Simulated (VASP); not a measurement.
An input for Quantum ESPRESSO's pw.x (written as the equivalent of a VASP run, and not itself run):

```
&CONTROL
  calculation = 'vc-relax'
  pseudo_dir = './pseudo'
  outdir = './out'
  tprnfor = .true.
  tstress = .true.
  nstep = 60
  forc_conv_thr = 0.00078
/
&SYSTEM
  ibrav = 0
  nat = 3
  ntyp = 2
  ecutwfc = 84
  occupations = 'smearing'
  smearing = 'gaussian'
  degauss = 0.003675
  input_dft = 'pbe'
  vdw_corr = 'grimme-d3'
  dftd3_version = 4
  dftd3_threebody = .false.
/
&ELECTRONS
  conv_thr = 7.3e-08
  electron_maxstep = 100
/
&IONS
/
&CELL
  cell_dofree = 'shape'
/
ATOMIC_SPECIES
  I 126.904 I.upf
  Mg 24.305 Mg.upf
CELL_PARAMETERS angstrom
     4.1431196   -0.0000000   -0.0000000
    -2.0715598    3.5880464    0.0000000
     0.0000000    0.0000000   19.3844626
ATOMIC_POSITIONS crystal
  I    0.6666670  0.3333330  0.4139084
  I    0.3333330  0.6666670  0.5860916
  Mg   1.0000000  0.0000000  0.5000000
K_POINTS automatic
  6 6 1 0 0 0
```

Question: Write the VASP files for the same calculation (PBE-D3(BJ)).

Answer: One answer among several that fit: 
**POSCAR**
```
MgI2 monolayer
1
    4.1431196180    -0.0000000000    -0.0000000000
   -2.0715598090     3.5880464160     0.0000000000
    0.0000000000     0.0000000000    19.3844626206
I Mg
2 1
Direct
  0.6666670000   0.3333330000   0.4139084253
  0.3333330000   0.6666670000   0.5860915747
  1.0000000000   0.0000000000   0.5000000000
```

INCAR:
```
IBRION = 2
ISMEAR = 0   # Gaussian
LMAXMIX = 4
ENCUT = 400   # plane-wave cut-off (eV)
GGA = PE   # PBE
EDIFFG = -0.02
LWAVE = .False.
SYSTEM = MgI2 monolayer
ALGO = Normal
IVDW = 12
ISIF = 4
PREC = Accurate
NELM = 100   # most electronic steps
LREAL = .False.   # projection in real space or not
LCHARG = .False.
NSW = 60   # most ionic steps
LASPH = .True.
SIGMA = 0.05
EDIFF = 1E-6
```

**KPOINTS**
```
Automatic mesh
0
Gamma
6 6 1
0 0 0
```

POTCAR, in this order: I Mg (PBE.64 set). Program: vasp_std.

The two are equivalent in intent, not identical: the potentials are each code's own (VASP's PAW set, PseudoDojo norm-conserving files in pw.x), so ENCUT and ecutwfc are chosen apart and not converted; conv_thr bounds pw.x's estimated SCF error, while EDIFF bounds the energy change between steps; forc_conv_thr acts on force components and is met together with etot_conv_thr.

The cell is a sheet with vacuum, built from a generated structure.
